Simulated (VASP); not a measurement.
Here is the system:

```xyz
4
Lattice="2.1384 1.2346 6.9715 -2.1384 1.2346 6.9715 0.0000 -2.4692 6.9715" Properties=species:S:1:pos:R:3 pbc="T T T"
Cd     0.0000     0.0000    10.4652
Hg     0.0000     0.0000    20.9108
Se     0.0000     0.0000    18.2821
Se     0.0000     0.0000     7.8562
```

The numbers are results of LDA (Ceperley-Alder, Perdew-Zunger), VASP's LDA PAW potentials (set 64) (plane waves; VASP), not measurements. Settings: 400 eV cut-off, Gaussian smearing of 0.050 eV, potentials Cd Hg Se.

Unless said otherwise, spin-orbit coupling is left out, though it shifts the bands of the heavy elements here.

Question: Predict the band gap (along the path) with the smallest direct gap where there is one.

Answer: 
The band gap (along the path) comes out as none (metal, semimetal or under 0.01 eV).

Total energies compare only between runs with the same potentials, cut-off and functional.

The structure comes from a computed database's CdHgSe2 entry (R3m); how it stands against other phases isn't given here. It was relaxed first, which changed the volume by -6 %.
